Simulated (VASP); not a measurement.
These are PBE GGA, VASP's PBE PAW potentials (set 64) (plane waves; VASP) values and carry that method's errors.

A VASP calculation is set up with these files.

### INCAR
```
ALGO = Fast
EDIFF = 1E-5
EDIFFG = -0.03
ENCUT = 400
GGA = PE
IBRION = 2
ISIF = 2
ISMEAR = 0
ISPIN = 2
ISYM = 0
LASPH = .TRUE.
LCHARG = .FALSE.
LORBIT = 10
LREAL = Auto
LWAVE = .FALSE.
MAGMOM = 64*0.0156
NELECT = 257.0
NELM = 100
NELMIN = 4
NSW = 60
NUPDOWN = 1
PREC = Normal
SIGMA = 0.05
SYSTEM = AlC31Si32
```

File KPOINTS:
```
Automatic mesh
0
Gamma
1 1 1
0 0 0
```

**POSCAR**
```
AlC31Si32
1
    8.7583314355     0.0000000000     0.0000000000
    0.0000000000     8.7583314355    -0.0000000000
   -0.0000000000    -0.0000000000     8.7583314355
Si C Al
32 31 1
Direct
  0.5000000000   0.0000000000   0.0000000000
  0.7500000000   0.2500000000   0.0000000000
  0.7500000000   0.0000000000   0.2500000000
  0.0000000000   0.0000000000   0.0000000000
  0.2500000000   0.2500000000   0.0000000000
  0.5000000000   0.5000000000   0.0000000000
  0.7500000000   0.7500000000   0.0000000000
  0.2500000000   0.0000000000   0.2500000000
  0.5023210000   0.2556390000   0.2515680000
  0.7443200000   0.4950950000   0.2507830000
  0.5000000000   0.0000000000   0.5000000000
  0.7451240000   0.2475020000   0.4952490000
  0.7500000000   0.0000000000   0.7500000000
  0.0000000000   0.5000000000   0.0000000000
  0.2500000000   0.7500000000   0.0000000000
  0.0000000000   0.2500000000   0.2500000000
  0.2500000000   0.5000000000   0.2500000000
  0.5000000000   0.7500000000   0.2500000000
  0.0000000000   0.0000000000   0.5000000000
  0.2500000000   0.2500000000   0.5000000000
  0.4976020000   0.5004570000   0.4955750000
  0.7500000000   0.7500000000   0.5000000000
  0.2500000000   0.0000000000   0.7500000000
  0.5000000000   0.2500000000   0.7500000000
  0.7500000000   0.5000000000   0.7500000000
  0.0000000000   0.7500000000   0.2500000000
  0.0000000000   0.5000000000   0.5000000000
  0.2500000000   0.7500000000   0.5000000000
  0.0000000000   0.2500000000   0.7500000000
  0.2500000000   0.5000000000   0.7500000000
  0.5000000000   0.7500000000   0.7500000000
  0.0000000000   0.7500000000   0.7500000000
  0.6205560000   0.1262700000   0.1226650000
  0.8799640000   0.3789240000   0.1284400000
  0.8802160000   0.1281620000   0.3760380000
  0.1250000000   0.1250000000   0.1250000000
  0.3781330000   0.3755590000   0.1210810000
  0.6274840000   0.6194480000   0.1251510000
  0.8750000000   0.8750000000   0.1250000000
  0.3789040000   0.1262100000   0.3744880000
  0.8769430000   0.6289840000   0.3721900000
  0.6306730000   0.1204140000   0.6284030000
  0.8796940000   0.3775510000   0.6282640000
  0.8750000000   0.1250000000   0.8750000000
  0.1250000000   0.6250000000   0.1250000000
  0.3750000000   0.8750000000   0.1250000000
  0.1250000000   0.3750000000   0.3750000000
  0.3696710000   0.6215410000   0.3722810000
  0.6250000000   0.8750000000   0.3750000000
  0.1250000000   0.1250000000   0.6250000000
  0.3790660000   0.3693880000   0.6206950000
  0.6282760000   0.6215820000   0.6243370000
  0.8750000000   0.8750000000   0.6250000000
  0.3750000000   0.1250000000   0.8750000000
  0.6250000000   0.3750000000   0.8750000000
  0.8750000000   0.6250000000   0.8750000000
  0.1250000000   0.8750000000   0.3750000000
  0.1250000000   0.6250000000   0.6250000000
  0.3750000000   0.8750000000   0.6250000000
  0.1250000000   0.3750000000   0.8750000000
  0.3750000000   0.6250000000   0.8750000000
  0.6250000000   0.8750000000   0.8750000000
  0.1250000000   0.8750000000   0.8750000000
  0.6194760000   0.3708670000   0.3766670000
```

POTCAR, in this order: Si C Al (PBE.64 set). Program: vasp_gam.

What VASP printed:

**OSZICAR**
```
...
  27 F= -.44661338E+03 E0= -.44661334E+03  d E =-.194230E-01  mag=     1.0000
       N       E                     dE             d eps       ncg     rms          rms(c)
DAV:   1    -0.446622754766E+03   -0.93752E-02   -0.56504E-01   680   0.201E+00    0.200E-01
RMM:   2    -0.446623054977E+03   -0.30021E-03   -0.86122E-03   644   0.225E-01    0.103E-01
RMM:   3    -0.446623094814E+03   -0.39837E-04   -0.18603E-03   660   0.914E-02    0.654E-02
RMM:   4    -0.446623103338E+03   -0.85237E-05   -0.51371E-04   657   0.450E-02    0.343E-02
RMM:   5    -0.446623126529E+03   -0.23191E-04   -0.15264E-04   672   0.236E-02    0.173E-02
RMM:   6    -0.446623134646E+03   -0.81170E-05   -0.37967E-05   444   0.115E-02
  28 F= -.44662313E+03 E0= -.44662307E+03  d E =-.975044E-02  mag=     1.0000
       N       E                     dE             d eps       ncg     rms          rms(c)
DAV:   1    -0.446628794046E+03   -0.56675E-02   -0.11758E+00   646   0.290E+00    0.290E-01
RMM:   2    -0.446629338951E+03   -0.54490E-03   -0.18161E-02   644   0.326E-01    0.146E-01
RMM:   3    -0.446629394983E+03   -0.56032E-04   -0.38538E-03   664   0.131E-01    0.945E-02
RMM:   4    -0.446629384872E+03    0.10111E-04   -0.93842E-04   655   0.627E-02    0.493E-02
RMM:   5    -0.446629425808E+03   -0.40936E-04   -0.27300E-04   671   0.332E-02    0.240E-02
RMM:   6    -0.446629441404E+03   -0.15595E-04   -0.70706E-05   539   0.161E-02    0.146E-02
RMM:   7    -0.446629451897E+03   -0.10493E-04   -0.39739E-05   443   0.107E-02    0.651E-03
RMM:   8    -0.446629455570E+03   -0.36730E-05   -0.11025E-05   395   0.604E-03
  29 F= -.44662946E+03 E0= -.44662934E+03  d E =-.160714E-01  mag=     1.0000
       N       E                     dE             d eps       ncg     rms          rms(c)
DAV:   1    -0.446636561075E+03   -0.71092E-02   -0.75725E-01   646   0.233E+00    0.220E-01
RMM:   2    -0.446636764746E+03   -0.20367E-03   -0.11343E-02   644   0.263E-01    0.103E-01
RMM:   3    -0.446636739594E+03    0.25153E-04   -0.24260E-03   657   0.107E-01    0.618E-02
RMM:   4    -0.446636747038E+03   -0.74447E-05   -0.61137E-04   677   0.477E-02    0.365E-02
RMM:   5    -0.446636752429E+03   -0.53902E-05   -0.10219E-04   655   0.219E-02    0.169E-02
RMM:   6    -0.446636756810E+03   -0.43811E-05   -0.28945E-05   427   0.114E-02
  30 F= -.44663676E+03 E0= -.44663663E+03  d E =-.730124E-02  mag=     1.0000
       N       E                     dE             d eps       ncg     rms          rms(c)
DAV:   1    -0.446637624734E+03   -0.87230E-03   -0.16281E-01   712   0.108E+00    0.102E-01
RMM:   2    -0.446637675608E+03   -0.50874E-04   -0.24771E-03   644   0.123E-01    0.479E-02
RMM:   3    -0.446637674324E+03    0.12838E-05   -0.53660E-04   661   0.497E-02    0.296E-02
RMM:   4    -0.446637675150E+03   -0.82643E-06   -0.12408E-04   664   0.220E-02    0.174E-02
RMM:   5    -0.446637676683E+03   -0.15325E-05   -0.23468E-05   412   0.105E-02
  31 F= -.44663768E+03 E0= -.44663755E+03  d E =-.822111E-02  mag=     1.0000
       N       E                     dE             d eps       ncg     rms          rms(c)
DAV:   1    -0.446641159349E+03   -0.34842E-02   -0.51126E-01   646   0.193E+00    0.171E-01
RMM:   2    -0.446641286188E+03   -0.12684E-03   -0.68451E-03   644   0.205E-01    0.831E-02
RMM:   3    -0.446641274862E+03    0.11326E-04   -0.17307E-03   667   0.854E-02    0.456E-02
RMM:   4    -0.446641285867E+03   -0.11005E-04   -0.31753E-04   672   0.364E-02    0.262E-02
RMM:   5    -0.446641287602E+03   -0.17352E-05   -0.54271E-05   521   0.162E-02
  32 F= -.44664129E+03 E0= -.44664115E+03  d E =-.361092E-02  mag=     1.0000
       N       E                     dE             d eps       ncg     rms          rms(c)
DAV:   1    -0.446641476816E+03   -0.19095E-03   -0.36155E-02   736   0.512E-01    0.455E-02
RMM:   2    -0.446641488615E+03   -0.11799E-04   -0.50563E-04   644   0.555E-02    0.226E-02
RMM:   3    -0.446641490000E+03   -0.13843E-05   -0.13216E-04   671   0.233E-02    0.131E-02
RMM:   4    -0.446641490549E+03   -0.54916E-06   -0.21084E-05   409   0.989E-03
  33 F= -.44664149E+03 E0= -.44664135E+03  d E =-.381387E-02  mag=     1.0000
       N       E                     dE             d eps       ncg     rms          rms(c)
DAV:   1    -0.446642926634E+03   -0.14366E-02   -0.19477E-01   646   0.118E+00    0.120E-01
RMM:   2    -0.446642998720E+03   -0.72086E-04   -0.33820E-03   644   0.144E-01    0.560E-02
RMM:   3    -0.446642987976E+03    0.10744E-04   -0.71871E-04   657   0.585E-02    0.305E-02
RMM:   4    -0.446642992759E+03   -0.47833E-05   -0.15997E-04   671   0.256E-02    0.174E-02
RMM:   5    -0.446642993542E+03   -0.78296E-06   -0.24936E-05   414   0.112E-02
  34 F= -.44664299E+03 E0= -.44664287E+03  d E =-.150299E-02  mag=     1.0000
       N       E                     dE             d eps       ncg     rms          rms(c)
DAV:   1    -0.446643035870E+03   -0.43111E-04   -0.79076E-03   752   0.237E-01    0.243E-02
RMM:   2    -0.446643040654E+03   -0.47836E-05   -0.14747E-04   644   0.302E-02    0.115E-02
RMM:   3    -0.446643040840E+03   -0.18642E-06   -0.31532E-05   443   0.123E-02    0.656E-03
RMM:   4    -0.446643041167E+03   -0.32731E-06   -0.59427E-06   380   0.519E-03
  35 F= -.44664304E+03 E0= -.44664292E+03  d E =-.155062E-02  mag=     1.0000
       N       E                     dE             d eps       ncg     rms          rms(c)
DAV:   1    -0.446643853369E+03   -0.81253E-03   -0.10112E-01   648   0.849E-01    0.844E-02
RMM:   2    -0.446643868185E+03   -0.14816E-04   -0.15145E-03   644   0.953E-02    0.401E-02
RMM:   3    -0.446643863695E+03    0.44903E-05   -0.32695E-04   657   0.387E-02    0.254E-02
RMM:   4    -0.446643861414E+03    0.22809E-05   -0.82386E-05   624   0.182E-02
  36 F= -.44664386E+03 E0= -.44664376E+03  d E =-.820247E-03  mag=     1.0000
       N       E                     dE             d eps       ncg     rms          rms(c)
DAV:   1    -0.446643964906E+03   -0.10121E-03   -0.23020E-02   712   0.404E-01    0.417E-02
RMM:   2    -0.446643970773E+03   -0.58672E-05   -0.35605E-04   644   0.462E-02    0.212E-02
RMM:   3    -0.446643971051E+03   -0.27746E-06   -0.80870E-05   593   0.190E-02    0.138E-02
RMM:   4    -0.446643971090E+03   -0.38894E-07   -0.18359E-05   399   0.881E-03
  37 F= -.44664397E+03 E0= -.44664388E+03  d E =-.929922E-03  mag=     1.0000
       N       E                     dE             d eps       ncg     rms          rms(c)
DAV:   1    -0.446644488128E+03   -0.51708E-03   -0.75735E-02   662   0.732E-01    0.771E-02
RMM:   2    -0.446644516857E+03   -0.28728E-04   -0.13146E-03   644   0.879E-02    0.374E-02
RMM:   3    -0.446644515920E+03    0.93668E-06   -0.27684E-04   663   0.352E-02    0.255E-02
RMM:   4    -0.446644512604E+03    0.33164E-05   -0.62201E-05   579   0.164E-02
  38 F= -.44664451E+03 E0= -.44664442E+03  d E =-.541514E-03  mag=     1.0000
       N       E                     dE             d eps       ncg     rms          rms(c)
DAV:   1    -0.446644533465E+03   -0.17545E-04   -0.39681E-03   752   0.167E-01    0.191E-02
RMM:   2    -0.446644536374E+03   -0.29086E-05   -0.70494E-05   612   0.205E-02    0.107E-02
RMM:   3    -0.446644536990E+03   -0.61592E-06   -0.15517E-05   387   0.844E-03    0.753E-03
RMM:   4    -0.446644537557E+03   -0.56759E-06   -0.46785E-06   370   0.418E-03
  39 F= -.44664454E+03 E0= -.44664445E+03  d E =-.566468E-03  mag=     1.0000
       N       E                     dE             d eps       ncg     rms          rms(c)
DAV:   1    -0.446644866691E+03   -0.32970E-03   -0.62380E-02   646   0.660E-01    0.658E-02
RMM:   2    -0.446644895988E+03   -0.29297E-04   -0.98530E-04   644   0.770E-02    0.328E-02
RMM:   3    -0.446644899382E+03   -0.33935E-05   -0.24104E-04   660   0.321E-02    0.207E-02
RMM:   4    -0.446644901491E+03   -0.21086E-05   -0.53565E-05   516   0.146E-02
  40 F= -.44664490E+03 E0= -.44664483E+03  d E =-.363933E-03  mag=     1.0000
```

File OUTCAR:
```
------------------------ aborting loop because EDIFF is reached ----------------------------------------
  FORCE on cell =-STRESS in cart. coord.  units (eV):
  Direction    XX          YY          ZZ          XY          YZ          ZX
  --------------------------------------------------------------------------------------
  Total       39.7963731     39.3762544     39.3843228      2.3110624     -2.2233721      2.2712411
  in kB       94.9051869     93.9033006     93.9225418      5.5113516     -5.3022305      5.4163870
  external PRESSURE =      94.2436764 kB  Pullay stress =       0.0000000 kB
  volume of cell :      671.84
      direct lattice vectors                 reciprocal lattice vectors
     8.758331436  0.000000000  0.000000000     0.114176999  0.000000000  0.000000000
     0.000000000  8.758331436  0.000000000     0.000000000  0.114176999  0.000000000
     0.000000000  0.000000000  8.758331436     0.000000000  0.000000000  0.114176999
  FREE ENERGIE OF THE ION-ELECTRON SYSTEM (eV)
  ---------------------------------------------------
  free  energy   TOTEN  =      -446.6449014905 eV

  energy  without entropy=     -446.6447534550  energy(sigma->0) =     -446.64482747

 total charge

# of ion       s       p       d       tot
------------------------------------------
    1        0.700   0.982   0.000   1.682
    2        0.697   0.968   0.000   1.665
    3        0.697   0.968   0.000   1.665
    4        0.697   0.974   0.000   1.671
    5        0.700   0.987   0.000   1.687
    6        0.696   0.974   0.000   1.671
    7        0.700   0.986   0.000   1.687
    8        0.700   0.987   0.000   1.687
    9        0.724   1.025   0.000   1.749
   10        0.724   1.025   0.000   1.749
   11        0.696   0.974   0.000   1.671
   12        0.724   1.025   0.000   1.749
   13        0.700   0.986   0.000   1.687
   14        0.700   0.982   0.000   1.682
   15        0.697   0.975   0.000   1.672
   16        0.697   0.968   0.000   1.665
   17        0.696   0.960   0.000   1.656
   18        0.696   0.960   0.000   1.656
   19        0.700   0.982   0.000   1.682
   20        0.696   0.960   0.000   1.656
   21        0.720   1.032   0.000   1.752
   22        0.696   0.960   0.000   1.656
   23        0.697   0.975   0.000   1.672
   24        0.696   0.960   0.000   1.656
   25        0.696   0.960   0.000   1.656
   26        0.700   0.986   0.000   1.687
   27        0.696   0.974   0.000   1.671
   28        0.698   0.969   0.000   1.667
   29        0.700   0.986   0.000   1.687
   30        0.698   0.969   0.000   1.667
   31        0.698   0.968   0.000   1.667
   32        0.697   0.975   0.000   1.672
   33        0.837   1.720   0.000   2.556
   34        0.837   1.720   0.000   2.557
   35        0.837   1.720   0.000   2.557
   36        0.837   1.723   0.000   2.560
   37        0.845   1.722   0.000   2.566
   38        0.845   1.721   0.000   2.566
   39        0.837   1.723   0.000   2.560
   40        0.845   1.722   0.000   2.567
   41        0.845   1.722   0.000   2.567
   42        0.845   1.721   0.000   2.566
   43        0.845   1.721   0.000   2.566
   44        0.837   1.723   0.000   2.560
   45        0.839   1.726   0.000   2.565
   46        0.839   1.726   0.000   2.565
   47        0.843   1.704   0.000   2.546
   48        0.845   1.704   0.000   2.549
   49        0.843   1.703   0.000   2.546
   50        0.839   1.726   0.000   2.565
   51        0.845   1.705   0.000   2.549
   52        0.845   1.704   0.000   2.549
   53        0.839   1.726   0.000   2.565
   54        0.839   1.726   0.000   2.565
   55        0.843   1.704   0.000   2.546
   56        0.839   1.726   0.000   2.565
   57        0.848   1.732   0.000   2.580
   58        0.840   1.725   0.000   2.564
   59        0.840   1.725   0.000   2.564
   60        0.848   1.732   0.000   2.580
   61        0.840   1.725   0.000   2.564
   62        0.848   1.731   0.000   2.580
   63        0.840   1.703   0.000   2.544
   64        0.500   0.555   0.000   1.055
--------------------------------------------------
tot         49.021  85.228   0.000 134.249

 magnetization (x)

# of ion       s       p       d       tot
------------------------------------------
    1        0.000  -0.000   0.000   0.000
    2       -0.000  -0.000   0.000  -0.001
    3       -0.000  -0.000   0.000  -0.001
    4       -0.000  -0.001   0.000  -0.001
    5        0.000   0.000   0.000   0.000
    6        0.000   0.000   0.000   0.000
    7        0.000   0.000   0.000   0.000
    8        0.000   0.000   0.000   0.000
    9        0.002   0.026   0.000   0.028
   10        0.002   0.027   0.000   0.029
   11        0.000   0.000   0.000   0.000
   12        0.002   0.027   0.000   0.029
   13        0.000   0.000   0.000   0.000
   14        0.000   0.000   0.000   0.000
   15       -0.000  -0.001   0.000  -0.001
   16       -0.000  -0.000   0.000  -0.001
   17        0.000  -0.001   0.000  -0.001
...
```
(Selected blocks of OUTCAR.)

File CONTCAR:
```
AlC31Si32
   1.00000000000000
     8.7583314355000006    0.0000000000000000    0.0000000000000000
     0.0000000000000000    8.7583314355000006    0.0000000000000000
     0.0000000000000000    0.0000000000000000    8.7583314355000006
  Si              C               Al
    32    31     1
Direct
     0.4989794599486853    0.0003261658969532    0.0002892617903879
     0.7511567915246784    0.2487204904829884    0.9990037424151984
     0.7512237203051595    0.9989425892032171    0.2486823874711609
     0.0001166745449902    0.9997993713948650    0.9997773847774941
     0.2481570216600925    0.2472465006801133    0.9959151495977361
     0.5012221490878449    0.4986734410469208    0.9947878568056068
     0.7526224930868355    0.7518548061726087    0.9959177160331839
     0.2482075479812092    0.9959374481585747    0.2472525091506517
     0.4787297342631338    0.2332117197190408    0.2334052262844065
     0.7676039026817691    0.5213609187844969    0.2329623284740817
     0.5011543463257413    0.9946233501565848    0.4987922022883474
     0.7673487026897843    0.2329968716556564    0.5212318589664588
     0.7526283623530733    0.9960358818650481    0.7518199261653903
     0.9997694094351403    0.5009855187852476    0.0001084530489882
     0.2514458265157258    0.7486047936509143    0.9998841299643192
     0.0011305190800807    0.2486189759762783    0.2485369831069887
     0.2519807408708939    0.4992842171443771    0.2457213723756372
     0.5007688153738222    0.7477623225107329    0.2457384579077027
     0.9997369819885332    0.0002350726885403    0.5009614380310351
     0.2518881763494359    0.2456767924228273    0.4993730130293353
     0.4605175918983962    0.5393677630624278    0.5392424437422217
     0.7543399811646244    0.7479216895802058    0.4993468923944618
     0.2513684320069342    0.9997904760814375    0.7486669038871135
     0.5006784327940226    0.2457463695428516    0.7477738524825540
     0.7542630167267089    0.4992880617388730    0.7478637264569580
     0.0041584260340377    0.7520238606402584    0.2472389823958120
     0.0055138879820092    0.4989085964163583    0.4989221397934804
     0.2458991478476540    0.7541980516162148    0.5013167038384900
     0.0040572380702588    0.2472385330596602    0.7520095862506521
     0.2460863038369900    0.5012485586784964    0.7541371367533742
     0.4987782365588794    0.7540483195965203    0.7541516535589341
     0.0001390648041159    0.7486247619335964    0.7485907355919638
     0.6259705559787520    0.1224077877334251    0.1224547469624579
     0.8778306430457229    0.3737998788315328    0.1221384042179974
     0.8777368201781065    0.1222119111606330    0.3737341921487161
     0.1256920376553675    0.1236425788030560    0.1236371510989812
     0.3723907652904188    0.3749077020455850    0.1130901837449967
     0.6251339884120584    0.6273726528680733    0.1130212499234524
     0.8761317092209280    0.8743849097810352    0.1237224661706029
     0.3723112340536861    0.1129571616555373    0.3750581248341431
     0.8873545593231159    0.6277675044804184    0.3750853635107555
     0.6250084715845540    0.1130417712951396    0.6273868897540675
     0.8872093826473763    0.3750725927429118    0.6276432917826532
     0.8760749124735259    0.1237723671836019    0.8744575150195989
     0.1260522643037011    0.6246292561702358    0.1232738262744513
     0.3755126666562315    0.8738404189504820    0.1233939042049394
     0.1295692066286162    0.3726024007460424    0.3726115622082119
     0.3670535356365006    0.6327566010548440    0.3702785549375601
     0.6273808364082945    0.8702566992832224    0.3726516366495826
     0.1259695542243243    0.1232563611994940    0.6247089893520588
     0.3671710782113464    0.3702579462718280    0.6326441822837133
     0.6297321401576483    0.6326873817175375    0.6326980425567271
     0.8765691197213286    0.8739602301898933    0.6245953962145019
     0.3754059382680888    0.1233457504509146    0.8738802680595916
     0.6273475665851413    0.3726149144059961    0.8702779118093196
     0.8765454881204865    0.6246222324250035    0.8738633866957908
     0.1210585746354391    0.8791915036103966    0.3742383317052451
     0.1255973252432868    0.6247082362370843    0.6247762308470648
     0.3754406192877502    0.8745394101160711    0.6247232456479156
     0.1210697108360186    0.3742972313510529    0.8791096515957953
     0.3754886588576687    0.6245857359340807    0.8747418884580486
     0.6256775256591646    0.8791492244015241    0.8790921475866418
     0.1254611785316555    0.8745398796818831    0.8746286330262847
     0.6088037963724291    0.3921104768785644    0.3918354758879986
```

At this cut-off the stress carries a Pulay error, which pulls relaxed volumes low. The cell is charged, with a uniform compensating background. The supercell is sampled at Γ alone, which is coarse: total energies, pressure and levels can be off, energies of defects by several tenths of an eV.

The cell is a supercell with a defect, built from SiC (zinc blende): Al_C, charge -2.
